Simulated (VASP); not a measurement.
Computed with revPBE GGA, VASP's PBE PAW potentials (set 64) (plane waves; VASP).

VASP ran on this input.

**KPOINTS**
```
K-points
0
Gamma
  8 8 8
```

**INCAR**
```
# general
SYSTEM  = MnS
PREC    = Accurate
ENCUT   = 520
LREAL   = .False.
LASPH   = .True.

# electronic loop
EDIFF   = 1E-7
NELM    = 100
ALGO    = Normal
LMAXMIX = 4

# smearing
ISMEAR  = -5

# functional
GGA     = RE

# spin
ISPIN   = 2
MAGMOM  = 4.2 -4.2 0.0 0.0

# ions
ISIF    = 2

# output
LWAVE   = .False.
LCHARG  = .True.
LORBIT  = 11
NEDOS   = 601

# other
LEFG    = .True.
```

POSCAR:
```
MnS
1
    5.1813268015     2.5836425592     2.5836425592
    2.5836425592     5.1813268015     2.5836425592
    2.5836425592     2.5836425592     5.1813268015
Mn S
2 2
Direct
  0.0000000000   0.0000000000   0.0000000000
  0.5000000000   0.5000000000   0.5000000000
  0.2500000000   0.2500000000   0.2500000000
  0.7500000000   0.7500000000   0.7500000000
```

POTCAR, in this order: Mn_pv S (PBE.64 set). Program: vasp_std.

Output of the run:

File OSZICAR:
```
       N       E                     dE             d eps       ncg     rms          rms(c)
DAV:   1     0.376451846256E+03    0.37645E+03   -0.21499E+04  6436   0.178E+03
DAV:   2     0.619345067963E+01   -0.37026E+03   -0.36561E+03  6036   0.477E+02
DAV:   3    -0.283511025943E+02   -0.34545E+02   -0.34160E+02  8684   0.133E+02
DAV:   4    -0.294311987683E+02   -0.10801E+01   -0.10793E+01  7010   0.224E+01
DAV:   5    -0.294548012220E+02   -0.23602E-01   -0.23597E-01  7565   0.385E+00    0.160E+01
DAV:   6    -0.273265191042E+02    0.21283E+01   -0.25467E+01  7960   0.466E+01    0.152E+01
DAV:   7    -0.273460532431E+02   -0.19534E-01   -0.21157E+00  7200   0.165E+01    0.886E+00
DAV:   8    -0.273618899003E+02   -0.15837E-01   -0.30090E-01  8139   0.525E+00    0.430E+00
DAV:   9    -0.273555341211E+02    0.63558E-02   -0.51700E-02  7707   0.236E+00    0.382E-01
DAV:  10    -0.273579063805E+02   -0.23723E-02   -0.10137E-02  7772   0.674E-01    0.228E-01
DAV:  11    -0.273582081471E+02   -0.30177E-03   -0.51643E-04  6652   0.209E-01    0.125E-01
DAV:  12    -0.273583045212E+02   -0.96374E-04   -0.40173E-04  7467   0.103E-01    0.854E-02
DAV:  13    -0.273583478159E+02   -0.43295E-04   -0.50177E-05  6575   0.733E-02    0.409E-02
DAV:  14    -0.273583521994E+02   -0.43835E-05   -0.40608E-05  7093   0.484E-02    0.165E-02
DAV:  15    -0.273583565891E+02   -0.43898E-05   -0.17343E-06  6736   0.131E-02    0.363E-03
DAV:  16    -0.273583568641E+02   -0.27492E-06   -0.15210E-07  5399   0.318E-03    0.224E-03
DAV:  17    -0.273583568026E+02    0.61424E-07   -0.39756E-08  3718   0.169E-03
   1 F= -.27358357E+02 E0= -.27358357E+02  d E =0.000000E+00  mag=    -0.0000
```

File OUTCAR:
```
------------------------ aborting loop because EDIFF is reached ----------------------------------------
  FORCE on cell =-STRESS in cart. coord.  units (eV):
  Direction    XX          YY          ZZ          XY          YZ          ZX
  --------------------------------------------------------------------------------------
  Total       -0.0107621     -0.0107621     -0.0107621     -0.0591558     -0.0591558     -0.0591558
  in kB       -0.2469183     -0.2469183     -0.2469183     -1.3572300     -1.3572300     -1.3572300
  external PRESSURE =      -0.2469183 kB  Pullay stress =       0.0000000 kB
  volume of cell :       69.83
      direct lattice vectors                 reciprocal lattice vectors
     5.181326802  2.583642559  2.583642559     0.288849278 -0.096108980 -0.096108980
     2.583642559  5.181326802  2.583642559    -0.096108980  0.288849278 -0.096108980
     2.583642559  2.583642559  5.181326802    -0.096108980 -0.096108980  0.288849278
 POSITION                                       TOTAL-FORCE (eV/Angst)
 -----------------------------------------------------------------------------------
      0.00000      0.00000      0.00000         0.000000     -0.000000     -0.000000
      5.17431      5.17431      5.17431        -0.000000     -0.000000     -0.000000
      2.58715      2.58715      2.58715         0.000000      0.000000      0.000000
      7.76146      7.76146      7.76146         0.000000     -0.000000      0.000000
 -----------------------------------------------------------------------------------
    total drift:                                0.000000     -0.000000     -0.000000
  FREE ENERGIE OF THE ION-ELECTRON SYSTEM (eV)
  ---------------------------------------------------
  free  energy   TOTEN  =       -27.3583568026 eV

  energy  without entropy=      -27.3583568026  energy(sigma->0) =      -27.35835680

 total charge

# of ion       s       p       d       tot
------------------------------------------
    1        0.208   6.159   4.946  11.313
    2        0.208   6.159   4.946  11.313
    3        1.327   2.424   0.000   3.751
    4        1.327   2.424   0.000   3.751
--------------------------------------------------
tot          3.069  17.165   9.893  30.127

 magnetization (x)

# of ion       s       p       d       tot
------------------------------------------
    1        0.019   0.017   4.174   4.210
    2       -0.019  -0.017  -4.174  -4.210
    3        0.000   0.000   0.000   0.000
    4        0.000   0.000   0.000   0.000
--------------------------------------------------
tot          0.000   0.000   0.000   0.000

 Electric field gradients after diagonalization (V/A^2)
 (convention: |V_zz| > |V_xx| > |V_yy|)
----------------------------------------------------------------------
 ion       V_xx      V_yy      V_zz     asymmetry (V_yy - V_xx)/ V_zz
----------------------------------------------------------------------
   1       0.591     0.591    -1.181       0.000
   2       0.591     0.591    -1.181       0.000
   3       1.936     1.936    -3.872       0.000
   4       1.936     1.936    -3.872       0.000
```
(Selected blocks of OUTCAR.)

File OUTCAR:
```
 val. band max:        6.4174747806   @ k =   0.5000   0.5000   0.5000

 cond. band min:       7.3563712591   @ k =   0.5000   0.0000   0.0000


 Fermi energy:         6.4738267894

 spin component 1

 k-point     1 :       0.0000    0.0000    0.0000
  band No.  band energies     occupation
      1     -43.7966      1.00000
      2     -43.7940      1.00000
      3     -43.7940      1.00000
      4     -39.2472      1.00000
      5     -39.2472      1.00000
      6     -39.2322      1.00000
      7      -7.6334      1.00000
      8      -6.2814      1.00000
      9       0.0962      1.00000
     10       2.4185      1.00000
     11       2.4185      1.00000
     12       3.7602      1.00000
     13       3.7602      1.00000
     14       3.9554      1.00000
     15       5.0797      1.00000
     16       5.0797      1.00000
     17       5.1203      1.00000
     18       5.2302      1.00000
     19       5.2302      1.00000
     20       7.8202      0.00000
     21       7.8203      0.00000
     22       7.9358      0.00000
     23       9.2624      0.00000

 k-point     2 :       0.1250    0.0000    0.0000
  band No.  band energies     occupation
      1     -43.7964      1.00000
      2     -43.7949      1.00000
      3     -43.7942      1.00000
      4     -39.2484      1.00000
      5     -39.2475      1.00000
      6     -39.2320      1.00000
      7      -7.4910      1.00000
      8      -6.2463      1.00000
      9       0.3037      1.00000
     10       2.2883      1.00000
     11       2.4501      1.00000
     12       3.4295      1.00000
     13       3.6355      1.00000
     14       3.8930      1.00000
     15       4.1652      1.00000
     16       4.7305      1.00000
     17       4.8688      1.00000
     18       5.3987      1.00000
     19       5.8442      1.00000
     20       7.7798      0.00000
     21       7.9572      0.00000
     22       7.9715      0.00000
     23       8.6735      0.00000
...
```

The compound is MnS in the rock salt, AFM-II order structure. It was relaxed first.
